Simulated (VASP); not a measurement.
Given:

```xyz
2
Lattice="0.0000 2.8200 2.8200 2.8200 0.0000 2.8200 2.8200 2.8200 0.0000" Properties=species:S:1:pos:R:3 pbc="T T T"
Na     0.0000     0.0000     0.0000
Cl     2.8200     2.8200     2.8200
```

All values below come from PBE GGA, VASP's PBE PAW potentials (set 64) (plane waves; VASP 6.6.1). Numerical set-up: ADDGRID = .TRUE., 400 eV cut-off, 7×7×7 Γ-centred mesh, Gaussian smearing of 0.050 eV, potentials Na_pv Cl.

Estimate the energy per atom (σ→0), band gap (on the k-mesh) with the smallest direct gap where there is one.

```
Property                                          Value
-----------------------------------  ------------------
band gap (on the k-mesh)                        5.10 eV
smallest direct gap (on the k-mesh)             5.10 eV
energy per atom (σ→0)                -326.8 kJ/mol-atom
```

The compound is NaCl in the rock salt structure. The cell was not relaxed at this level. The run is one of a series of settings (ADDGRID = .TRUE. against the base run), some of them coarse on purpose.
